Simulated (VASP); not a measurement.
# Sn2HBr3 (R-3m) in VASP: further runs

One crystal, Sn2HBr3, is run at these levels: PBE, r2SCAN; tasks: relaxation of cell and atoms, single point.

Program: VASP 6.6.1. These are calculated values, not measurements. Logs are shortened: lines on timing, memory, paths and dates and some standing lists are left out, and cuts for length are marked.

### 1 The crystal as given

It takes space group R-3m (No. 166, trigonal). The conventional cell has a = 9.634 Å, b = 9.634 Å, c = 8.373 Å, α = 90.00°, β = 90.00°, γ = 120.00°. Sn (site symmetry 3m) has 1 H at 2.07 Å as nearest neighbours. Around H (site symmetry -3m) lie 2 Sn at 2.07 Å. Br (site symmetry 2/m) is surrounded by 2 Sn at 2.87 Å.

The cell was built by a generator and needn't be a form met in nature.

### 2 Relaxation of cell and atoms, PBE

Input file INCAR:

```
SYSTEM = Sn2HBr3
ALGO = Normal
EDIFF = 1E-6
EDIFFG = -0.01
ENCUT = 520
GGA = PE
IBRION = 2
ISIF = 3
ISMEAR = 0
KPAR = 4
LASPH = .True.
LCHARG = .False.
LREAL = .False.
LWAVE = .False.
NELM = 120
NSW = 90
PREC = Accurate
SIGMA = 0.03
```

Input file KPOINTS:

```
k-points
0
Gamma
  4 4 4
  0 0 0
```

Input file POSCAR:

```
Sn2HBr3
1.0
    4.8169374900      2.7810601500      2.7910000000
   -4.8169374900      2.7810601500      2.7910000000
    0.0000000000     -5.5621203100      2.7910000000
Sn H Br
2 1 3
Direct
    0.7470440700      0.7470440700      0.7470440700
    0.2529559300      0.2529559300      0.2529559300
    0.5000000000      0.5000000000      0.5000000000
    0.0000000000      0.5000000000      0.0000000000
    0.0000000000      0.0000000000      0.5000000000
    0.5000000000      0.0000000000      0.0000000000
```

Potentials or basis: VASP PAW PBE potentials, release 64 (Sn_d, H, Br).

On the command line:

```
cat potpaw_PBE.64/Sn_d/POTCAR potpaw_PBE.64/H/POTCAR potpaw_PBE.64/Br/POTCAR > POTCAR
mpirun -np 4 vasp_std > vasp.out
```

OUTCAR:

```text
SYSTEM = Sn2HBr3
   EDIFF = 1E-6
   EDIFFG = -0.01
   ENCUT = 520
   GGA = PE
   IBRION = 2
   ISIF = 3
   ISMEAR = 0
   LASPH = .True.
   LREAL = .False.
   NELM = 120
   NSW = 90
   PREC = Accurate

 ion  position               nearest neighbor table
   1  0.747  0.747  0.747-   3 2.07   5 2.87   4 2.87   6 2.87
   2  0.253  0.253  0.253-   3 2.07   5 2.87   4 2.87   6 2.87
   3  0.500  0.500  0.500-   1 2.07   2 2.07
   4  0.000  0.500  0.000-   1 2.87   2 2.87
   5  0.000  0.000  0.500-   1 2.87   2 2.87
   6  0.500  0.000  0.000-   1 2.87   2 2.87

  LATTYP: Found a trigonal (rhomboedric) cell.
 ALAT       =     6.2230911405
 COS(alpha) =    -0.1982838134

  Lattice vectors:

 A1 = (   4.8169374900,   2.7810601500,   2.7910000000)
 A2 = (  -4.8169374900,   2.7810601500,   2.7910000000)
 A3 = (   0.0000000000,  -5.5621203100,   2.7910000000)

Analysis of symmetry for initial positions (statically):
=====================================================================
 Subroutine PRICEL returns:
 Original cell was already a primitive cell.

 Routine SETGRP: Setting up the symmetry group for a
 trigonal (rhombohedral) supercell.

 Subroutine GETGRP returns: Found 12 space group operations
 (whereof 12 operations were pure point group operations)
 out of a pool of 12 trial point group operations.

The static configuration has the point symmetry D_3d.

Analysis of symmetry for dynamics (positions and initial velocities):
=====================================================================
 Subroutine PRICEL returns:
 Original cell was already a primitive cell.

 Routine SETGRP: Setting up the symmetry group for a
 trigonal (rhombohedral) supercell.

 Subroutine GETGRP returns: Found 12 space group operations
 (whereof 12 operations were pure point group operations)
 out of a pool of 12 trial point group operations.

The dynamic configuration has the point symmetry D_3d.

 Subroutine INISYM returns: Found 12 space group operations
 (whereof 12 operations are pure point group operations),
 and found     1 'primitive' translations

----------------------------------------------------------------------------------------

                                     Primitive cell

  volume of cell :     224.3326

  direct lattice vectors                    reciprocal lattice vectors
     4.816937490  2.781060150  2.791000000     0.103800392  0.059929184  0.119431506
    -4.816937490  2.781060150  2.791000000    -0.103800392  0.059929184  0.119431506
     0.000000000 -5.562120310  2.791000000     0.000000000 -0.119858369  0.119431506

  length of vectors
[... 87 lines left out ...]
   TEBEG  =    0.0;   TEEND  =   0.0 temperature during run
   PSTRESS=    0.0 pullay stress
   NELECT =      50.0000    total number of electrons
   NUPDOWN=      -1.0000    fix difference up-down
   EMIN   =  10.00;   EMAX   =-10.00  energy-range for DOS
   EFERMI =   0.00;   METHOD = LEGACY
   ISMEAR =     0;   SIGMA  =   0.03  broadening in eV -4-tet -1-fermi 0-gaus
   EFERMI_NEDOS =   21; number of points for ismear=-14 and -15
   IALGO  =     38    algorithm
   IMIX   =      4    mixing-type and parameters
     AMIX     =   0.40;   BMIX     =  1.00
     AMIX_MAG =   1.60;   BMIX_MAG =  1.00
  volume/ion in A,a.u.               =      37.39       252.31
  Fermi-wavevector in a.u.,A,eV,Ry     =   0.992584  1.875712 13.404777  0.985223
  Thomas-Fermi vector in A             =   2.124406
   LORBIT       =      0    0 simple, 1 ext, 2 COOP (PROOUT), +10 PAW based schemes
   GGA     = PE    functional components
   LHFCALC =     F    Hartree Fock is set to
   AEXX    =    0.0000 exact exchange contribution
   IVDW    =     0    specifies the selected vdW correction
   LEPSILON=     F    determine dielectric tensor
   LRPA    =     F    only Hartree local field effects (RPA)
 conjugate gradient relaxation of ions
 non-spin polarized calculation
 Gauss-broadening in eV      SIGMA  =   0.03
  energy-cutoff  :      520.00
  volume of cell :      224.33
 maximum number of plane-waves:      6062
 NGX is ok and might be reduce to    48
   NGX = 23   NGY = 23   NGZ = 23

--------------------------------------- Ionic step        1  -------------------------------------------

 number of electron      49.9999996 magnetization

 Free energy of the ion-electron system (eV)
  ---------------------------------------------------
  ext. energy  EPLUGINS =         0.00000000
  ---------------------------------------------------
  free energy    TOTEN  =       -18.01047645 eV

  energy without entropy =      -18.01047645  energy(sigma->0) =      -18.01047645

------------------------ aborting loop because EDIFF is reached ----------------------------------------

  FORCE on cell =-STRESS in cart. coord.  units (eV):
  Direction    XX          YY          ZZ          XY          YZ          ZX
  --------------------------------------------------------------------------------------
  -------------------------------------------------------------------------------------
  Total       -0.4339033     -0.4339033     -0.1557132      0.0000000      0.0000000     -0.0000000
  in kB       -3.0989250     -3.0989250     -1.1120993      0.0000000      0.0000000     -0.0000000
  external PRESSURE =      -2.4366498 kB  Pullay stress =       0.0000000 kB
[... 101 lines left out ...]
  FREE ENERGIE OF THE ION-ELECTRON SYSTEM (eV)
  ---------------------------------------------------
  free  energy   TOTEN  =       -18.0132907237 eV

  energy  without entropy=      -18.0132907160  energy(sigma->0) =      -18.01329072

[... ionic steps 4 to 18 ...]

--------------------------------------- Ionic step       19  -------------------------------------------

 number of electron      49.9999978 magnetization

------------------------ aborting loop because EDIFF is reached ----------------------------------------
[... 75 lines left out ...]
--------------------------------------- Ionic step       21  -------------------------------------------

 number of electron      49.9999979 magnetization

 Free energy of the ion-electron system (eV)
  ---------------------------------------------------
  ext. energy  EPLUGINS =         0.00000000
  ---------------------------------------------------
  free energy    TOTEN  =       -18.02835436 eV

  energy without entropy =      -18.02835431  energy(sigma->0) =      -18.02835434

 E-fermi :   1.7120     XC(G=0):  -7.2979

 val. band max:        1.6173615667   @ k =   0.2500   0.2500   0.2500
 cond. band min:       1.8084100876   @ k =   0.5000   0.0000   0.0000
 fundamental gap:      0.1910485209
 Fermi energy:         1.7119721892

 k-point     1 :       0.0000    0.0000    0.0000
  band No.  band energies     occupation
      1     -20.5730      2.00000
      2     -20.5730      2.00000
      3     -20.5680      2.00000
      4     -20.5680      2.00000
      5     -20.5355      2.00000
      6     -20.5115      2.00000
[... 451 lines left out ...]
  FREE ENERGIE OF THE ION-ELECTRON SYSTEM (eV)
  ---------------------------------------------------
  free  energy   TOTEN  =       -18.0283543616 eV

  energy  without entropy=      -18.0283543105  energy(sigma->0) =      -18.02835434

 reached required accuracy - stopping structural energy minimisation
```

OSZICAR:

```text
N       E                     dE             d eps       ncg     rms          rms(c)
DAV:   1     0.469377670730E+03    0.46938E+03   -0.22592E+04   780   0.171E+03
DAV:   2     0.534881338544E+02   -0.41589E+03   -0.40545E+03   872   0.416E+02
DAV:   3    -0.152840016103E+02   -0.68772E+02   -0.67168E+02   990   0.164E+02
[... 187 lines left out ...]
DAV:   1    -0.180284269685E+02   -0.14096E-03   -0.99442E-03   858   0.634E-01    0.610E-02
DAV:   2    -0.180283879299E+02    0.39039E-04   -0.43698E-04   964   0.156E-01    0.309E-02
DAV:   3    -0.180283575349E+02    0.30395E-04   -0.77968E-05  1044   0.735E-02    0.999E-03
DAV:   4    -0.180283549931E+02    0.25418E-05   -0.83586E-06   888   0.175E-02    0.494E-03
DAV:   5    -0.180283543616E+02    0.63145E-06   -0.90915E-07   456   0.584E-03
  21 F= -.18028354E+02 E0= -.18028354E+02  d E =-.680556E-04
```

It took 6.9 min on 4 MPI ranks of Intel Xeon Platinum 8488C (Sapphire Rapids), shared host; peak memory 0.38 GiB.

Results:

| Quantity | Value |
| --- | --- |
| Free energy | -18.0284 eV |
| Relaxed volume | 35.55 Å³/atom |
| Relaxed cell | a = 6.194 Å, b = 6.194 Å, c = 6.194 Å, α = 103.69°, β = 103.69°, γ = 103.69° |
| Space group after relaxing (to 0.05 Å) | R-3m (No. 166) |
| Energy gained by relaxing | 3.0 meV/atom |
| Ionic steps | 21 |
| Pressure after relaxing | 0.0 GPa |
| Largest force after relaxing | 0.008 eV/Å |
| Band gap on the k mesh | 0.19 eV, indirect (least direct gap 0.67 eV) |

Forces on the atoms (eV/Å):
```
Sn   0.000  0.000 -0.008
Sn   0.000  0.000  0.008
H    0.000  0.000  0.000
Br   0.000  0.000  0.000
Br   0.000  0.000  0.000
Br   0.000  0.000  0.000
```

The path:
| step | energy change (eV) | largest force (eV/Å) | pressure (GPa) | volume (Å³) |
| --- | --- | --- | --- | --- |
| 1 | 0.0000 | 0.0923 | -0.24 | 224.33 |
| 2 | -0.0026 | 0.0539 | -0.06 | 222.49 |
| 3 | -0.0028 | 0.0400 | 0.01 | 221.82 |
| 4 | -0.0031 | 0.0368 | 0.00 | 221.78 |
| 5 | -0.0040 | 0.0251 | -0.02 | 221.64 |
| 6 | -0.0055 | 0.0033 | -0.05 | 221.37 |
| 7 | -0.0078 | 0.0381 | -0.13 | 220.80 |
| 8 | -0.0092 | 0.1133 | -0.30 | 219.59 |
| 9 | -0.0093 | 0.0901 | -0.24 | 219.99 |
| 10 | -0.0094 | 0.0905 | -0.25 | 219.92 |
| 11 | -0.0098 | 0.0900 | -0.24 | 219.71 |
| 12 | -0.0106 | 0.0888 | -0.24 | 219.29 |
| 13 | -0.0121 | 0.0864 | -0.24 | 218.45 |
| 14 | -0.0145 | 0.0835 | -0.22 | 216.74 |
| 15 | -0.0150 | 0.0900 | -0.18 | 213.27 |
| 16 | -0.0157 | 0.0788 | -0.21 | 215.37 |
| 17 | -0.0159 | 0.0802 | -0.20 | 214.78 |
| 18 | -0.0168 | 0.0613 | -0.14 | 214.34 |
| 19 | -0.0178 | 0.0176 | 0.01 | 213.26 |
| 20 | -0.0178 | 0.0160 | 0.02 | 213.22 |
| 21 | -0.0179 | 0.0082 | 0.01 | 213.30 |

Final structure:
```cif
data_structure
_symmetry_space_group_name_H-M 'P 1'
_symmetry_Int_Tables_number 1
_cell_length_a 6.1943
_cell_length_b 6.1943
_cell_length_c 6.1943
_cell_angle_alpha 103.692
_cell_angle_beta 103.692
_cell_angle_gamma 103.692
_cell_volume 213.30
loop_
_atom_site_label
_atom_site_type_symbol
_atom_site_fract_x
_atom_site_fract_y
_atom_site_fract_z
_atom_site_occupancy
Sn1 Sn 0.76537 0.76537 0.76537 1
Sn2 Sn 0.23463 0.23463 0.23463 1
H1 H 0.50000 0.50000 0.50000 1
Br1 Br 0.00000 0.50000 0.00000 1
Br2 Br 0.00000 0.00000 0.50000 1
Br3 Br 0.50000 0.00000 0.00000 1
```

Levels at points of the mesh, in eV from the valence-band top:
```tsv
k point	band 22	band 23	band 24	band 25	band 26	band 27	band 28	band 29
(0.00, 0.00, 0.00)	-1.86	-1.85	-1.85	-0.85	0.99	0.99	3.05	3.41
(0.50, 0.00, 0.00)	-2.69	-2.52	-1.96	-0.89	0.19	1.13	2.19	2.82
(0.50, 0.50, 0.00)	-2.61	-2.56	-1.76	-1.34	0.77	2.16	2.76	2.88
(0.50, 0.50, 0.50)	-1.83	-1.73	-1.73	-0.89	0.93	0.93	1.04	3.32
```

Caveat: spin-orbit coupling is left out, which moves the levels of the heavy elements. A k mesh can miss the band edges.

### 3 Relaxation of cell and atoms, PBE

This run uses another cell than the first one, of 35.55 Å³/atom, 0.951 times its volume.

INCAR: that of step 2 with these lines changed.

```diff
@@ -2,4 +2,4 @@
 ALGO = Normal
-EDIFF = 1E-6
-EDIFFG = -0.01
+EDIFF = 1E-7
+EDIFFG = -0.005
 ENCUT = 520
@@ -15,3 +15,4 @@
 NELM = 120
-NSW = 90
+NSW = 60
+POTIM = 0.3
 PREC = Accurate
```

KPOINTS is that of step 2.

Input file POSCAR:

```
Sn2HBr3                                 
1.0
    4.8709354226      2.8122358710      2.5952138028
   -4.8709354226      2.8122358710      2.5952138028
   -0.0000000000     -5.6244717514      2.5952138021
  Sn              H               Br            
     2     1     3
Direct
     0.7653708210975375    0.7653708210975375    0.7653708210973263
     0.2346291789024622    0.2346291789024622    0.2346291789026734
     0.5000000000000000    0.5000000000000000    0.5000000000000000
     0.0000000000000000    0.5000000000000000    0.0000000000000000
     0.0000000000000000    0.0000000000000000    0.5000000000000000
     0.5000000000000000    0.0000000000000000    0.0000000000000000
```

Potentials or basis: VASP PAW PBE potentials, release 64 (Sn_d, H, Br).

On the command line:

```
cat potpaw_PBE.64/Sn_d/POTCAR potpaw_PBE.64/H/POTCAR potpaw_PBE.64/Br/POTCAR > POTCAR
mpirun -np 4 vasp_std > vasp.out
```

It took 62 s on 4 MPI ranks of Intel Xeon Platinum 8488C (Sapphire Rapids), shared host; peak memory 0.38 GiB.

The run converged. Its results:

```yaml
Free_energy: -18.0272 eV
Relaxed_volume: 35.56 Å³/atom
Relaxed_cell: a = 6.196 Å, b = 6.196 Å, c = 6.196 Å, α = 103.72°, β = 103.72°, γ = 103.72°
Space_group_after_relaxing_to_0.05_Å: R-3m (No. 166)
Energy_gained_by_relaxing: 0.0 meV/atom
Ionic_steps: 3
Pressure_after_relaxing: 0.0 GPa
Largest_force_after_relaxing: 0.003 eV/Å
Band_gap_on_the_k_mesh: 0.20 eV, indirect (least direct gap 0.67 eV)
```

Forces on the atoms (eV/Å):
```
Sn   0.000  0.000  0.003
Sn   0.000  0.000 -0.003
H    0.000  0.000  0.000
Br   0.000  0.000  0.000
Br   0.000  0.000  0.000
Br   0.000  0.000  0.000
```

Final structure:
```cif
data_structure
_symmetry_space_group_name_H-M 'P 1'
_symmetry_Int_Tables_number 1
_cell_length_a 6.1963
_cell_length_b 6.1963
_cell_length_c 6.1963
_cell_angle_alpha 103.722
_cell_angle_beta 103.722
_cell_angle_gamma 103.722
_cell_volume 213.38
loop_
_atom_site_label
_atom_site_type_symbol
_atom_site_fract_x
_atom_site_fract_y
_atom_site_fract_z
_atom_site_occupancy
Sn1 Sn 0.76529 0.76529 0.76529 1
Sn2 Sn 0.23471 0.23471 0.23471 1
H1 H 0.50000 0.50000 0.50000 1
Br1 Br 0.00000 0.50000 0.00000 1
Br2 Br 0.00000 0.00000 0.50000 1
Br3 Br 0.50000 0.00000 0.00000 1
```

Levels at points of the mesh, in eV from the valence-band top:
```tsv
k point	band 23	band 24	band 25	band 26	band 27	band 28
(0.00, 0.00, 0.00)	-1.84	-1.84	-0.85	0.99	0.99	3.06
(0.50, 0.00, 0.00)	-2.52	-1.95	-0.89	0.20	1.13	2.19
(0.50, 0.50, 0.00)	-2.55	-1.75	-1.34	0.77	2.16	2.76
(0.50, 0.50, 0.50)	-1.72	-1.72	-0.89	0.93	0.93	1.04
```

Caveat: spin-orbit coupling is left out, which moves the levels of the heavy elements.

### 4 Single point, r2SCAN

This run uses another cell than the first one, of 35.56 Å³/atom, 0.951 times its volume.

Input file INCAR:

```
SYSTEM = Sn2HBr3
  PREC = Accurate
  ENCUT = 520
  EDIFF = 1E-6
  ISMEAR = 0
  SIGMA = 0.03
  LREAL = .FALSE.
  LASPH = .TRUE.
  NELM = 150
  ALGO = Normal
  ISIF = 2
  LWAVE = .FALSE.
  LCHARG = .FALSE.
  METAGGA = R2SCAN
  LMIXTAU = .TRUE.
  KPAR = 4
```

Input file KPOINTS:

```
regular mesh
0
G
  4 4 4
  0 0 0
```

Input file POSCAR:

```
Sn2HBr3                                 
1.0
    4.8734461669      2.8136854499      2.5935213181
   -4.8734461669      2.8136854499      2.5935213181
    0.0000000000     -5.6273709092      2.5935213174
  Sn              H               Br            
     2     1     3
Direct
     0.7652877134126406    0.7652877134126406    0.7652877134124274
     0.2347122865873594    0.2347122865873594    0.2347122865875726
     0.5000000000000000    0.5000000000000000    0.5000000000000000
     0.0000000000000000    0.5000000000000000    0.0000000000000000
     0.0000000000000000    0.0000000000000000    0.5000000000000000
     0.5000000000000000    0.0000000000000000    0.0000000000000000
```

On the command line:

```
cat potpaw_PBE.64/Sn_d/POTCAR potpaw_PBE.64/H/POTCAR potpaw_PBE.64/Br/POTCAR > POTCAR
mpirun -np 4 vasp_std > vasp.out
```

Wall time 2.1 min (4 MPI ranks of Intel Xeon Platinum 8488C (Sapphire Rapids), shared host); peak memory 0.41 GiB.

It converged, with:

```
Free energy            : -94.6209 eV
Pressure               : -0.7 GPa
Largest force          : 0.024 eV/Å
Band gap on the k mesh : 0.25 eV, indirect (least direct gap 0.82 eV)
```

Forces in eV/Å, atoms in the order of the input:
```
Sn   0.000  0.000  0.024
Sn   0.000  0.000 -0.024
H    0.000  0.000  0.000
Br   0.000  0.000  0.000
Br   0.000  0.000  0.000
Br   0.000  0.000  0.000
```

Stress tensor (GPa, compression positive):
```
-0.67  0.00  0.00
 0.00 -0.67  0.00
 0.00  0.00 -0.77
```

Levels at points of the mesh, in eV from the valence-band top:
| k point | band 21 | band 22 | band 23 | band 24 | band 25 | band 26 | band 27 | band 28 | band 29 | band 30 |
| --- | --- | --- | --- | --- | --- | --- | --- | --- | --- | --- |
| (0.00, 0.00, 0.00) | -3.27 | -2.07 | -2.05 | -2.05 | -0.89 | 1.15 | 1.15 | 3.30 | 3.60 | 3.78 |
| (0.50, 0.00, 0.00) | -2.98 | -2.90 | -2.74 | -2.14 | -0.89 | 0.25 | 1.30 | 2.34 | 3.04 | 3.53 |
| (0.50, 0.50, 0.00) | -2.89 | -2.83 | -2.77 | -1.96 | -1.41 | 0.91 | 2.31 | 2.98 | 3.04 | 4.02 |
| (0.50, 0.50, 0.50) | -2.48 | -2.04 | -1.93 | -1.93 | -0.94 | 1.10 | 1.14 | 1.14 | 3.49 | 3.49 |

Caveat: the PAW data sets were made with another functional, which shifts forces and pressure a little; spin-orbit coupling is left out, which moves the levels of the heavy elements. r2SCAN opens gaps a little over a GGA but as a rule still falls short of measured ones.
